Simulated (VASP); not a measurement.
The input files of a VASP run:

KPOINTS:
```
Automatic mesh
0
Gamma
7 7 5
0 0 0
```

INCAR:
```
ALGO = Normal
EDIFF = 1E-6
EDIFFG = -0.02
ENCUT = 500
GGA = PS
IBRION = 2
ISIF = 3
ISMEAR = 0
LASPH = T
LCHARG = F
LMAXMIX = 4
LREAL = F
LWAVE = F
NELM = 100
NSW = 40
PREC = Accurate
PSTRESS = 100
SIGMA = 0.05
SYSTEM = Se
```

File POSCAR:
```
Se
1
    1.8306600210    -3.1707961408     0.0000000000
    1.8306600210     3.1707961408    -0.0000000000
    0.0000000000     0.0000000000     5.1465617495
Se
3
Direct
  1.0000000000   0.2808721483   0.6666670000
  0.7191278517   0.7191278517   1.0000000000
  0.2808721483   1.0000000000   0.3333330000
```

POTCAR, in this order: Se (PBE.64 set). Program: vasp_std.

### Question
Translate this PBEsol calculation to Ansatz.

### Answer
One equivalent input (not run):
Ansatz 0.2 input:
```yaml
crystal:
  lattice:
    - [1.8306600, -3.1707961, 0.0000000]
    - [1.8306600, 3.1707961, 0.0000000]
    - [0.0000000, 0.0000000, 5.1465617]
  atoms:
    - { symbol: Se, position: [1.0000000, 0.2808721, 0.6666670] }
    - { symbol: Se, position: [0.7191279, 0.7191279, 1.0000000] }
    - { symbol: Se, position: [0.2808721, 1.0000000, 0.3333330] }
kpoints:
  mp_grid: { grid: [7, 7, 5] }
hamiltonian:
  xc: pbesol
  pseudopotentials: { kind: paw }
scf:
  occupations: { method: gaussian, width: 0.05 }
  max_iter: 100
relax:
  max_steps: 40
  f_tol: 0.02
  cell: { p_target: 10 }
output: { forces: true, stress: true, eigenvalues: true }
```
What does not carry over: each code has its own PAW files, so the cut-off isn't converted (ENCUT is set for VASP's; basis.ecutwfc is left out, and Ansatz then takes the one that its files recommend); Ansatz stops its SCF on the density residual and VASP on the energy change (EDIFF).

The compound is Se in the trig structure. It was relaxed first under an external pressure of 10 GPa.
